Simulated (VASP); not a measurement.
All values below come from PBE GGA, VASP's PBE PAW potentials (set 64) (plane waves; VASP).

A VASP calculation is set up with these files.

### KPOINTS
```
kpoints
0
Gamma
  14 14 14
```

File POSCAR:
```
Ta
1
   -1.6830000000     1.6830000000     1.6830000000
    1.6830000000    -1.6830000000     1.6830000000
    1.6830000000     1.6830000000    -1.6830000000
Ta
1
Direct
  0.0000000000   0.0000000000   0.0000000000
```

### INCAR
```
ISIF=2   ! forces and stress, cell fixed
LWAVE=F
LASPH=T   ! aspherical one-centre terms
ENCUT=400
SIGMA=0.05
NELECT=11.02
ALGO=Normal   ! blocked Davidson
LMAXMIX=6   ! l cut-off of mixed one-centre charges
SYSTEM=Ta
EDIFF=1E-6   ! SCF stop (eV)
NELM=100
GGA=PE   ! PBE
LCHARG=F
PREC=Accurate
LREAL=F
ISMEAR=0   ! Gaussian
```

POTCAR, in this order: Ta_pv (PBE.64 set). Program: vasp_std.

The cell is charged, with a uniform compensating background. Unless said otherwise, spin-orbit coupling is left out, though it shifts the bands of the heavy elements here.

Q: Predict the energy per atom (σ→0), pressure, band gap (on the k-mesh).

A: 
```yaml
energy per atom (σ→0): -11.698 eV/atom
band gap (on the k-mesh): none (metal, semimetal or under 0.01 eV)
pressure: -6.78 GPa
```

**OSZICAR**
```
...
DAV:   5    -0.121938044598E+02   -0.16557E-04   -0.16557E-04  2117   0.101E-01    0.123E+01
DAV:   6    -0.118073329700E+02    0.38647E+00   -0.45624E-01  1942   0.809E+00    0.584E+00
DAV:   7    -0.116999011315E+02    0.10743E+00   -0.35062E-01  1967   0.665E+00    0.407E-01
DAV:   8    -0.116988224697E+02    0.10787E-02   -0.53016E-03  1985   0.910E-01    0.141E-01
DAV:   9    -0.116987377078E+02    0.84762E-04   -0.32402E-04  1981   0.222E-01    0.304E-02
DAV:  10    -0.116987325090E+02    0.51988E-05   -0.56031E-06  2101   0.316E-02    0.612E-03
DAV:  11    -0.116987319803E+02    0.52868E-06   -0.14603E-07  1043   0.409E-03
   1 F= -.11698732E+02 E0= -.11698220E+02  d E =-.102438E-02
```

The compound is Ta in the bcc structure. The cell was not relaxed at this level. The run is one of a series of settings (ISMEAR = 0, NELECT = 11.02, SIGMA = 0.05 against the base run), some of them coarse on purpose.
